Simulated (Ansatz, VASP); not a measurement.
MgCdS in VASP and in Ansatz

```
CELL_PARAMETERS angstrom
4.54652 0.00000 0.00000
0.00000 4.54652 0.00000
0.00000 0.00000 4.54935
ATOMIC_POSITIONS crystal
Mg 0.50000 0.50000 0.50000
Cd 0.00000 0.00000 0.50000
S 0.50000 0.50000 0.00000
```

Alike in both runs: functional PBE; k mesh 8 × 8 × 8; occupations gaussian, width 0.01 eV; no spin polarisation.

Ansatz relaxed the structure, and its values are those at the end. VASP's run is a single point on that final structure, the one shown.

```csv
,VASP,Ansatz
version,VASP 6.6.1,Ansatz 0.2.0
potentials or method,"VASP PAW PBE potentials, release 64 (Mg, Cd, S)","scalar-relativistic, plane waves, PAW"
plane-wave cutoff (eV),520,420
valence electrons in the cell,20,36
```

```csv
,VASP,Ansatz,Ansatz less VASP
gap on the k mesh at the Fermi level (eV),0.06,0.06,-0.001
least direct gap on the mesh (eV),0.07,0.07,+0.002
pressure (GPa),0.0,0.0,+0.04
```

The two sets of potentials don't hold the same shells in valence.
